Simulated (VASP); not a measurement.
Calculation: TPSS meta-GGA, VASP's PBE PAW potentials (set 64) (plane waves; VASP).

Input for VASP

POSCAR:
```
K
1
   -2.6766390090     2.6766390090     2.6766390090
    2.6766390090    -2.6766390090     2.6766390090
    2.6766390090     2.6766390090    -2.6766390090
K
1
Direct
  0.0000000000   0.0000000000   0.0000000000
```

**INCAR**
```
ALGO = Normal
EDIFF = 1E-7
ENCUT = 520
ISIF = 2
ISMEAR = -5
LASPH = .TRUE.
LCHARG = .FALSE.
LMIXTAU = .TRUE.
LORBIT = 11
LREAL = .FALSE.
LWAVE = .FALSE.
METAGGA = TPSS
NEDOS = 601
NELM = 100
PREC = Accurate
SYSTEM = K
```

### KPOINTS_OPT
```
k-points along high-symmetry lines
10
Line-mode
Reciprocal
  0.000000   0.000000   0.000000 ! GAMMA
  0.500000  -0.500000   0.500000 ! H

  0.500000  -0.500000   0.500000 ! H
  0.000000  -0.000000   0.500000 ! N

  0.000000  -0.000000   0.500000 ! N
  0.000000   0.000000   0.000000 ! GAMMA

  0.000000   0.000000   0.000000 ! GAMMA
  0.250000   0.250000   0.250000 ! P

  0.250000   0.250000   0.250000 ! P
  0.500000  -0.500000   0.500000 ! H

  0.250000   0.250000   0.250000 ! P
  0.000000  -0.000000   0.500000 ! N
```

### KPOINTS
```
Regular mesh
0
Gamma
11 11 11
```

POTCAR, in this order: K_sv (PBE.64 set). Program: vasp_std.

Task: Estimate the energy per atom (σ→0), band gap (over mesh and band path).

Result: 
- energy per atom (σ→0): -7.405 eV/atom
- band gap (over mesh and band path): none (metal, semimetal or under 0.01 eV)

OSZICAR:
```
...
DAV:  22    -0.740506694520E+01   -0.72058E-05   -0.18621E-05   960   0.363E-02    0.142E-02
DAV:  23    -0.740507424728E+01   -0.73021E-05   -0.35288E-06   984   0.174E-02    0.611E-03
DAV:  24    -0.740507382017E+01    0.42711E-06   -0.23464E-07  1520   0.465E-03    0.371E-03
DAV:  25    -0.740507407138E+01   -0.25121E-06   -0.85484E-08  1088   0.289E-03    0.121E-03
DAV:  26    -0.740507415114E+01   -0.79762E-07   -0.64520E-08  1008   0.254E-03
   1 F= -.74050742E+01 E0= -.74050742E+01  d E =0.000000E+00
       N       E                     dE             ncg
       N       E                     dE             ncg
```

The compound is K in the bcc structure. It was relaxed first.
